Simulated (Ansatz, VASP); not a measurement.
# Cross-check of CoSn between VASP and Ansatz, part 2 of 2

Wanted: the spread between two codes on one cell, functional and k mesh. The structure shown comes from an earlier Ansatz run, which isn't shown and may have moved the atoms alone.

VASP 6.6.1 and Ansatz 0.2.0.

So far: Set-up; Ansatz: elastic constants, LDA.

## 3. VASP: elastic constants, LDA

Level of this step: LDA, no spin polarisation; plane waves and PAW (Co, Sn_d) (VASP).

The same cell, functional (in two slightly different forms), mesh and smearing now go to VASP, with its own data sets.

Lines of VASP's logs that name or quote its potential files are left out, and so is its time.

The input, INCAR:

```
SYSTEM = CoSn
PREC = Accurate
ENCUT = 600
EDIFF = 1E-08
NELM = 120
ISMEAR = 0
SIGMA = 0.1
LREAL = .FALSE.
ALGO = Normal
GGA = CA
NBANDS = 42
LASPH = .TRUE.
LORBIT = 11
LWAVE = .FALSE.
LCHARG = .FALSE.
ISIF = 3
IBRION = 6
NFREE = 2
POTIM = 0.015
NSW = 1
GGA_COMPAT = .FALSE.
KPAR = 2
```

The input, POSCAR:

```
CoSn
1.0
    5.1496964651      0.0000000000      0.0000000000
   -2.5748482326      4.4597679606      0.0000000000
    0.0000000000      0.0000000000      4.1242063519
Co Sn
3 3
Direct
    0.0000000000      0.5000000000      0.0000000000
    0.5000000000      0.5000000000      0.0000000000
    0.5000000000      0.0000000000      0.0000000000
    0.6666666667      0.3333333333      0.5000000000
    0.3333333333      0.6666666667      0.5000000000
    0.0000000000      0.0000000000      0.0000000000
```

The input, KPOINTS:

```
Automatic mesh
0
Gamma
2 2 2
0 0 0
```

Potentials, in the order of the species: Co and Sn_d (LDA family, release 64).

On the command line:

```bash
mpirun -np 2 vasp_std
```

Numbers of over 12 decimals in the logs are rounded to 6 here.

Log:

```text
[banner, memory and clock lines left out]
running    2 mpi-ranks, on    1 nodes
 distrk:  each k-point on    1 cores,    2 groups
 distr:  one band on    1 cores,    1 groups

 POSCAR found type information on POSCAR CoSn
 POSCAR found :  2 types and       6 ions
 LDA part: xc-table for (Slater(with rela. corr.)+CA(PZ))
 , standard interpolation
 POSCAR, INCAR and KPOINTS ok, starting setup
 FFT: planning ... GRIDC
 FFT: planning ... GRID_SOFT
 FFT: planning ... GRID
 WAVECAR not read
 entering main loop
       N       E                     dE             d eps       ncg     rms          rms(c)
DAV:   1     0.718543148544E+03    0.71854E+03   -0.35307E+04   344   0.294E+03
DAV:   2     0.694306266309E+02   -0.64911E+03   -0.63253E+03   336   0.654E+02
DAV:   3    -0.363972939077E+02   -0.10583E+03   -0.10264E+03   336   0.245E+02
DAV:   4    -0.422882292957E+02   -0.58909E+01   -0.58277E+01   410   0.631E+01
DAV:   5    -0.424719986425E+02   -0.18377E+00   -0.18353E+00   446   0.104E+01    0.155E+01
DAV:   6    -0.423245314827E+02    0.14747E+00   -0.26913E+01   398   0.484E+01    0.115E+01
DAV:   7    -0.398442933467E+02    0.24802E+01   -0.12623E+01   386   0.349E+01    0.525E+00
DAV:   8    -0.395798629668E+02    0.26443E+00   -0.12857E+00   418   0.857E+00    0.141E+00
DAV:   9    -0.395658108693E+02    0.14052E-01   -0.13228E-01   438   0.392E+00    0.522E-01
DAV:  10    -0.395582113212E+02    0.75995E-02   -0.14267E-02   410   0.118E+00    0.240E-01
DAV:  11    -0.395560019578E+02    0.22094E-02   -0.29704E-03   404   0.462E-01    0.162E-01
DAV:  12    -0.395558019783E+02    0.19998E-03   -0.87427E-04   436   0.296E-01    0.512E-02
DAV:  13    -0.395557943743E+02    0.76041E-05   -0.10243E-04   476   0.108E-01    0.163E-02
DAV:  14    -0.395557945833E+02   -0.20908E-06   -0.80107E-06   452   0.257E-02    0.570E-03
DAV:  15    -0.395557945091E+02    0.74238E-07   -0.11931E-06   470   0.128E-02    0.138E-03
DAV:  16    -0.395557945106E+02   -0.14770E-08   -0.20447E-07   386   0.442E-03    0.468E-04
DAV:  17    -0.395557945094E+02    0.11787E-08   -0.81274E-09   258   0.757E-04
   1 F= -.39555795E+02 E0= -.39542071E+02  d E =-.274475E-01
[... from here on, the cycles between the ionic steps are left out ...]
   2 F= -.39537744E+02 E0= -.39523840E+02  d E =-.278083E-01
  19 F= -.39554556E+02 E0= -.39540830E+02  d E =-.274515E-01
  20 F= -.39553853E+02 E0= -.39540130E+02  d E =-.274458E-01
  21 F= -.39553853E+02 E0= -.39540130E+02  d E =-.274457E-01
  22 F= -.39554550E+02 E0= -.39540834E+02  d E =-.274312E-01
  23 F= -.39554550E+02 E0= -.39540835E+02  d E =-.274305E-01
  24 F= -.39555354E+02 E0= -.39541624E+02  d E =-.274596E-01
 Finite differences progress:
  Degree of freedom:  12/ 12
  Displacement:        1/  2
  Total:              23/ 24
 bond charge predicted
       N       E                     dE             d eps       ncg     rms          rms(c)
DAV:   1    -0.395419643275E+02    0.13390E-01   -0.44266E+00   390   0.638E+00    0.371E-01
DAV:   2    -0.395552047917E+02   -0.13240E-01   -0.13278E-01   408   0.175E+00    0.115E-01
DAV:   3    -0.395553753809E+02   -0.17059E-03   -0.20332E-03   448   0.313E-01    0.115E-01
DAV:   4    -0.395553657267E+02    0.96542E-05   -0.16456E-04   432   0.122E-01    0.104E-01
DAV:   5    -0.395553556976E+02    0.10029E-04   -0.17858E-05   450   0.551E-02    0.543E-02
DAV:   6    -0.395553541873E+02    0.15103E-05   -0.12041E-05   360   0.389E-02    0.325E-03
DAV:   7    -0.395553542620E+02   -0.74710E-07   -0.28575E-06   370   0.113E-02    0.229E-03
DAV:   8    -0.395553542621E+02   -0.80945E-10   -0.28547E-07   392   0.493E-03    0.126E-03
DAV:   9    -0.395553542577E+02    0.43638E-08   -0.19847E-08   286   0.117E-03
  25 F= -.39555354E+02 E0= -.39541624E+02  d E =-.274597E-01
 Finite differences progress:
  Degree of freedom:  12/ 12
  Displacement:        2/  2
  Total:              24/ 24
```

OUTCAR, selected parts (step 3):

```text
ion  position               nearest neighbor table
   1  0.000  0.500  0.000-   4 2.54   5 2.54   4 2.54   5 2.54   2 2.57   2 2.57   3 2.57   3 2.57
                             6 2.57   6 2.57
   2  0.500  0.500  0.000-   4 2.54   5 2.54   4 2.54   5 2.54   1 2.57   1 2.57   6 2.57   6 2.57
                             3 2.57   3 2.57
   3  0.500  0.000  0.000-   4 2.54   5 2.54   4 2.54   5 2.54   6 2.57   6 2.57   1 2.57   1 2.57
                             2 2.57   2 2.57
   4  0.667  0.333  0.500-   1 2.54   1 2.54   3 2.54   3 2.54   2 2.54   2 2.54   5 2.97   5 2.97
                             5 2.97   6 3.62   6 3.62   6 3.62   6 3.62   6 3.62   6 3.62
   5  0.333  0.667  0.500-   1 2.54   1 2.54   3 2.54   3 2.54   2 2.54   2 2.54   4 2.97   4 2.97
                             4 2.97   6 3.62   6 3.62   6 3.62   6 3.62   6 3.62   6 3.62
   6  0.000  0.000  0.000-   3 2.57   3 2.57   2 2.57   2 2.57   1 2.57   1 2.57   5 3.62   4 3.62
                             5 3.62   4 3.62   4 3.62   5 3.62   5 3.62   4 3.62   5 3.62   5 3.62

  LATTYP: Found a hexagonal cell.
 ALAT       =     5.1496964651
 C/A-ratio  =     0.8008639693

 Subroutine GETGRP returns: Found 24 space group operations
 (whereof 24 operations were pure point group operations)

The static configuration has the point symmetry D_6h.

 Found      4 irreducible k-points:

   k-points           NKPTS =      4   k-points in BZ     NKDIM =      4   number of bands    NBANDS=     42

   dimension x,y,z NGX =    42 NGY =   42 NGZ =   36
   dimension x,y,z NGXF=    84 NGYF=   84 NGZF=   72

   ENCUT  =  600.0 eV  44.10 Ry    6.64 a.u.  10.29 10.29  8.24*2*pi/ulx,y,z

   NELECT =      69.0000    total number of electrons

 k-points in reciprocal lattice and weights: Automatic mesh
   0.00000000  0.00000000  0.00000000       0.125
   0.50000000 -0.00000000  0.00000000       0.375
   0.00000000  0.00000000  0.50000000       0.125
   0.50000000 -0.00000000  0.50000000       0.375

 average (electrostatic) potential at core
       1 -77.1997       2 -77.1997       3 -77.1997       4 -95.7856       5 -95.7856
       6 -95.9770

 E-fermi :  10.3826

 k-point     1 :       0.0000    0.0000    0.0000
  band No.  band energies     occupation
    ...
     30       9.9667      2.00000
     31       9.9667      2.00000
     32      10.0963      1.99995
     33      10.1187      1.99981
     34      10.1187      1.99981
     35      10.9693      0.00000
     36      11.2890      0.00000
     37      12.0690      0.00000
     38      12.0690      0.00000
     39      13.7202      0.00000
    ...

 k-point     2 :       0.5000   -0.0000    0.0000
  band No.  band energies     occupation
    ...
     29       9.3325      2.00000
     30       9.5457      2.00000
     31       9.7792      2.00000
     32       9.9593      2.00000
     33      10.1116      1.99987
     34      11.2616      0.00000
     35      11.7132      0.00000
     36      12.5101      0.00000
     37      12.5261      0.00000
     38      13.4336      0.00000
    ...

 k-point     3 :       0.0000    0.0000    0.5000
  band No.  band energies     occupation
    ...
     33      10.0140      2.00000
     34      10.0276      2.00000
     35      10.0276      2.00000
     36      10.0367      2.00000
     37      10.4139      0.65823
     38      10.9701      0.00000
     39      12.1374      0.00000
     40      12.4327      0.00000
     41      13.8567      0.00000
     42      13.8567      0.00000

  Total        0.1232525      0.1232525      0.0547822     -0.0000000      0.0000000      0.0000000
  in kB        2.0848364      2.0848364      0.9266496     -0.0000000      0.0000000      0.0000000
  external PRESSURE =       1.6987741 kB  Pullay stress =       0.0000000 kB

  energy-cutoff  :      600.00
  volume of cell :       94.72
      direct lattice vectors                 reciprocal lattice vectors
     5.149696465  0.000000000  0.000000000     0.194186202  0.112113456  0.000000000
    -2.574848233  4.459767961  0.000000000     0.000000000  0.224226912  0.000000000
     0.000000000  0.000000000  4.124206352     0.000000000  0.000000000  0.242470894

 POSITION                                       TOTAL-FORCE (eV/Angst)
 -----------------------------------------------------------------------------------
     -1.28742      2.22988      0.00000         0.000000      0.000000     -0.006754
      1.28742      2.22988      0.00000         0.000000      0.000000     -0.006754
[...]
--------------------------------------------------------------------------------

 Eigenvectors and eigenvalues of the dynamical matrix
 ----------------------------------------------------

   1 f  =    9.614696 THz    60.410916 2PiTHz  320.711732 cm-1    39.763169 meV
             X         Y         Z           dx          dy          dz
     -1.287424  2.229884  0.000000    -0.500000   -0.288675    0.000000
      1.287424  2.229884  0.000000     0.500000   -0.288675    0.000000
      2.574848  0.000000  0.000000    -0.000000    0.577350   -0.000000
      2.574848  1.486589  2.062103    -0.000000   -0.000000    0.000000
     -0.000000  2.973179  2.062103    -0.000000   -0.000000   -0.000000
      0.000000  0.000000  0.000000     0.000000    0.000000   -0.000000

   2 f  =    9.007078 THz    56.593137 2PiTHz  300.443767 cm-1    37.250263 meV
             X         Y         Z           dx          dy          dz
     -1.287424  2.229884  0.000000     0.000000   -0.000000    0.435061
      1.287424  2.229884  0.000000    -0.000000    0.000000    0.435061
      2.574848  0.000000  0.000000     0.000000    0.000000    0.435061
      2.574848  1.486589  2.062103     0.000000    0.000000   -0.464793
     -0.000000  2.973179  2.062103     0.000000    0.000000   -0.464793
      0.000000  0.000000  0.000000    -0.000000    0.000000    0.010057

   3 f  =    7.821499 THz    49.143929 2PiTHz  260.897131 cm-1    32.347107 meV
             X         Y         Z           dx          dy          dz
     -1.287424  2.229884  0.000000    -0.329954    0.474540    0.000000
      1.287424  2.229884  0.000000     0.504764    0.099863    0.000000
      2.574848  0.000000  0.000000    -0.237075   -0.435685   -0.000000
      2.574848  1.486589  2.062103    -0.050432    0.112353   -0.000000
     -0.000000  2.973179  2.062103    -0.050432    0.112353   -0.000000
      0.000000  0.000000  0.000000     0.144680   -0.322322    0.000000

   4 f  =    7.821499 THz    49.143929 2PiTHz  260.897131 cm-1    32.347107 meV
             X         Y         Z           dx          dy          dz
     -1.287424  2.229884  0.000000     0.382062    0.288443    0.000000
      1.287424  2.229884  0.000000     0.007384   -0.546274    0.000000
      2.574848  0.000000  0.000000    -0.528163    0.195565   -0.000000
      2.574848  1.486589  2.062103    -0.112353   -0.050432   -0.000000
     -0.000000  2.973179  2.062103    -0.112353   -0.050432   -0.000000
      0.000000  0.000000  0.000000     0.322322    0.144680    0.000000

   5 f  =    6.249084 THz    39.264153 2PiTHz  208.447006 cm-1    25.844123 meV
             X         Y         Z           dx          dy          dz
     -1.287424  2.229884  0.000000    -0.000000    0.000000   -0.695490
      1.287424  2.229884  0.000000    -0.000000    0.000000    0.718177
      2.574848  0.000000  0.000000    -0.000000    0.000000   -0.022687
      2.574848  1.486589  2.062103     0.000000   -0.000000   -0.000000
     -0.000000  2.973179  2.062103    -0.000000   -0.000000    0.000000
      0.000000  0.000000  0.000000     0.000000   -0.000000    0.000000

   6 f  =    6.249084 THz    39.264153 2PiTHz  208.447006 cm-1    25.844123 meV
             X         Y         Z           dx          dy          dz
     -1.287424  2.229884  0.000000     0.000000    0.000000   -0.427738
      1.287424  2.229884  0.000000     0.000000   -0.000000   -0.388443
      2.574848  0.000000  0.000000     0.000000    0.000000    0.816181
      2.574848  1.486589  2.062103    -0.000000   -0.000000    0.000000
     -0.000000  2.973179  2.062103     0.000000    0.000000   -0.000000
      0.000000  0.000000  0.000000    -0.000000   -0.000000   -0.000000

   7 f  =    6.185017 THz    38.861606 2PiTHz  206.309952 cm-1    25.579162 meV
             X         Y         Z           dx          dy          dz
     -1.287424  2.229884  0.000000     0.108522   -0.303842   -0.000000
      1.287424  2.229884  0.000000     0.307341   -0.393083    0.000000
      2.574848  0.000000  0.000000     0.130647   -0.520645   -0.000000
      2.574848  1.486589  2.062103    -0.086230    0.192111    0.000000
     -0.000000  2.973179  2.062103    -0.086230    0.192111   -0.000000
      0.000000  0.000000  0.000000    -0.212821    0.474144   -0.000000

   8 f  =    6.185017 THz    38.861606 2PiTHz  206.309952 cm-1    25.579162 meV
             X         Y         Z           dx          dy          dz
     -1.287424  2.229884  0.000000     0.507871    0.255818    0.000000
      1.287424  2.229884  0.000000     0.418631    0.056999    0.000000
      2.574848  0.000000  0.000000     0.291069    0.233693   -0.000000
      2.574848  1.486589  2.062103    -0.192111   -0.086230   -0.000000
     -0.000000  2.973179  2.062103    -0.192111   -0.086230    0.000000
      0.000000  0.000000  0.000000    -0.474144   -0.212821   -0.000000

   9 f  =    5.894846 THz    37.038409 2PiTHz  196.630891 cm-1    24.379112 meV
             X         Y         Z           dx          dy          dz
     -1.287424  2.229884  0.000000     0.000000   -0.000000    0.000000
      1.287424  2.229884  0.000000     0.000000   -0.000000   -0.000000
      2.574848  0.000000  0.000000     0.000000   -0.000000    0.000000
      2.574848  1.486589  2.062103    -0.000000   -0.000000   -0.707107
     -0.000000  2.973179  2.062103     0.000000    0.000000    0.707107
      0.000000  0.000000  0.000000    -0.000000    0.000000   -0.000000

  10 f  =    5.882535 THz    36.961059 2PiTHz  196.220255 cm-1    24.328200 meV
             X         Y         Z           dx          dy          dz
     -1.287424  2.229884  0.000000     0.000000    0.000000    0.000000
      1.287424  2.229884  0.000000    -0.000000    0.000000   -0.000000
      2.574848  0.000000  0.000000    -0.000000    0.000000    0.000000
      2.574848  1.486589  2.062103     0.289563   -0.645099    0.000000
     -0.000000  2.973179  2.062103    -0.289563    0.645099   -0.000000
      0.000000  0.000000  0.000000    -0.000000   -0.000000    0.000000

  11 f  =    5.882535 THz    36.961059 2PiTHz  196.220255 cm-1    24.328200 meV
             X         Y         Z           dx          dy          dz
     -1.287424  2.229884  0.000000     0.000000   -0.000000    0.000000
      1.287424  2.229884  0.000000    -0.000000   -0.000000   -0.000000
      2.574848  0.000000  0.000000    -0.000000   -0.000000    0.000000
      2.574848  1.486589  2.062103     0.645099    0.289563   -0.000000
     -0.000000  2.973179  2.062103    -0.645099   -0.289563    0.000000
      0.000000  0.000000  0.000000     0.000000    0.000000   -0.000000

  12 f  =    3.539314 THz    22.238163 2PiTHz  118.058795 cm-1    14.637418 meV
             X         Y         Z           dx          dy          dz
     -1.287424  2.229884  0.000000    -0.175772    0.294866    0.000000
      1.287424  2.229884  0.000000     0.134108    0.155778    0.000000
      2.574848  0.000000  0.000000    -0.141285   -0.043042   -0.000000
      2.574848  1.486589  2.062103     0.191152   -0.425876   -0.000000
     -0.000000  2.973179  2.062103     0.191152   -0.425876   -0.000000
      0.000000  0.000000  0.000000    -0.253178    0.564069   -0.000000

  13 f  =    3.539314 THz    22.238163 2PiTHz  118.058795 cm-1    14.637418 meV
             X         Y         Z           dx          dy          dz
     -1.287424  2.229884  0.000000    -0.023131   -0.053806   -0.000000
      1.287424  2.229884  0.000000     0.115957    0.256074   -0.000000
      2.574848  0.000000  0.000000     0.314777   -0.019319   -0.000000
      2.574848  1.486589  2.062103    -0.425876   -0.191152   -0.000000
     -0.000000  2.973179  2.062103    -0.425876   -0.191152   -0.000000
      0.000000  0.000000  0.000000     0.564069    0.253178    0.000000
    [... 43 further lines ...]
     -0.000000  2.973179  2.062103     0.000000   -0.000000   -0.000000
      0.000000  0.000000  0.000000    -0.000000    0.000000   -0.000000

 ELASTIC MODULI CONTR FROM IONIC RELAXATION (kBar)
 Direction    XX          YY          ZZ          XY          YZ          ZX
 --------------------------------------------------------------------------------
 XX         -72.4877     72.4877     -0.0000      0.0000      0.0000      0.0000
 YY          72.4877    -72.4877     -0.0000      0.0000      0.0000     -0.0000
 ZZ          -0.0000     -0.0000     -0.0000      0.0000      0.0000     -0.0000
 XY           0.0000      0.0000      0.0000    -72.4877      0.0000      0.0000
 YZ           0.0000      0.0000      0.0000      0.0000      0.0000      0.0000
 ZX           0.0000     -0.0000     -0.0000      0.0000      0.0000     -0.0000
 --------------------------------------------------------------------------------

 TOTAL ELASTIC MODULI (kBar)
 Direction    XX          YY          ZZ          XY          YZ          ZX
 --------------------------------------------------------------------------------
 XX        3056.5070   1103.9694    761.4455     -0.0000     -0.0000     -0.0000
 YY        1103.9694   3056.5070    761.4455     -0.0000      0.0000     -0.0000
 ZZ         761.4455    761.4455   3254.6847     -0.0000      0.0000      0.0000
 XY          -0.0000     -0.0000     -0.0000    976.2688      0.0000     -0.0000
 YZ          -0.0000     -0.0000      0.0000      0.0000    854.8152     -0.0000
 ZX          -0.0000     -0.0000      0.0000     -0.0000     -0.0000    854.8151
 --------------------------------------------------------------------------------

 total charge
# of ion       s       p       d       tot
------------------------------------------
    1        0.422   0.524   7.527   8.473
    2        0.422   0.524   7.527   8.473
    3        0.422   0.524   7.527   8.473
    4        1.134   1.348  10.093  12.576
    5        1.134   1.348  10.093  12.576
    6        1.151   1.215  10.052  12.418
--------------------------------------------------
tot          4.686   5.485  52.818  62.989

[... 1 further part left out ...]
```

This run has no spin polarisation, so a moment on Co, if there is one, isn't seen. Its electron count is odd, so without a moment it is a metal by construction. With imaginary modes the cell is no minimum, so the ionic parts of its dielectric, piezoelectric and elastic tensors have no meaning.

Levels, forces or a CONTCAR printed for this step are those of its last displaced cell, not of the structure at rest.

## 4. Differences

Known differences besides the potentials themselves: the two LDA forms differ slightly; the data sets hold 93 valence electrons in Ansatz (on its default PAW (the set named soft_2) files) and 69 in VASP; the cutoff is 420 eV in Ansatz and 600 eV in VASP; VASP's log shows a relativistic correction to its local exchange, Ansatz's none; VASP takes each elastic constant from one size of strain, Ansatz from those that its log lists. Total energies have different zeros and are not compared.

The two programs side by side:

| quantity | Ansatz | VASP | difference |
| --- | --- | --- | --- |
| C11 (GPa) | 305.2 | 305.6 | -0.16 % |
| C22 (GPa) | 305.2 | 305.6 | -0.16 % |
| C33 (GPa) | 323.3 | 325.5 | -0.68 % |
| C12 (GPa) | 109.4 | 110.4 | -0.88 % |
| C13 (GPa) | 74.7 | 76.1 | -1.93 % |
| C23 (GPa) | 74.7 | 76.1 | -1.93 % |
| C44 (GPa) | 85.0 | 85.5 | -0.61 % |
| C55 (GPa) | 85.0 | 85.5 | -0.61 % |
| C66 (GPa) | 97.9 | 97.6 | +0.24 % |

## 5. Results

```json
{
 "difference in C13 (elastic constants, LDA)": "-1.9 %"
}
```

In words: The difference in C13 is -1.9 % (elastic constants, LDA), within the 5 % picked in this series as the mark of a large difference. The data sets hold unlike numbers of valence electrons (93 in Ansatz and 69 in VASP), so part of the differences comes from the potentials. How closely two codes agree says nothing of how well the functional describes the real material.

[Lines on the potential files, build, host, timing and source positions are cut from VASP's logs without a mark.]

[Logs are printed without paths, hosts, clocks, repeated set-up lines and the standing remarks that a program may print on its own settings, such as how far it seeks lower states.]

[Hosts, paths, dates, database ids (printed as entryN), source tags and the programs' standing remarks are cut or masked in the printed files.]
